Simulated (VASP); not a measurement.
Data:

```
HfN
1.0
    0.00000     2.18876     2.18876
    2.18876     0.00000     2.18876
    2.18876     2.18876     0.00000
Hf N
1 1
Direct
  0.00000   0.00000   0.00000
  0.50000   0.50000   0.50000
```

Computed with LDA (Ceperley-Alder, Perdew-Zunger), VASP's LDA PAW potentials (set 64) (plane waves; VASP). Run with 620 eV cut-off, 14×14×14 Γ-centred mesh, first-order Methfessel-Paxton smearing of 0.10 eV, potentials Hf_pv N.

Energy and stress use the plane-wave basis of the starting cell.

**Question.** The ions, cell shape and volume at an external pressure of 30.0 GPa are relaxed. Give the cell that the relaxation ends in.

**Answer.** 
```
HfN
1.0
    0.00000     2.17114     2.17114
    2.17114     0.00000     2.17114
    2.17114     2.17114     0.00000
Hf N
1 1
Direct
  0.00000   0.00000   0.00000
  0.50000   0.50000   0.50000
```
Space group Fm-3m (225), at a tolerance of 0.03 Å.

**Question.** How do energy and volume change from the first to the last step?

**Answer.** The energy (σ→0) changes by +39.0 meV/atom and the volume by -2.4 %, in 4 ionic steps.

The compound is HfN in the rock salt structure. This run relaxes it under an external pressure of 30 GPa. Symmetry was kept, so distortions that lower it aren't found. The electron count is odd and the run is not spin-polarised, which forces a metal.
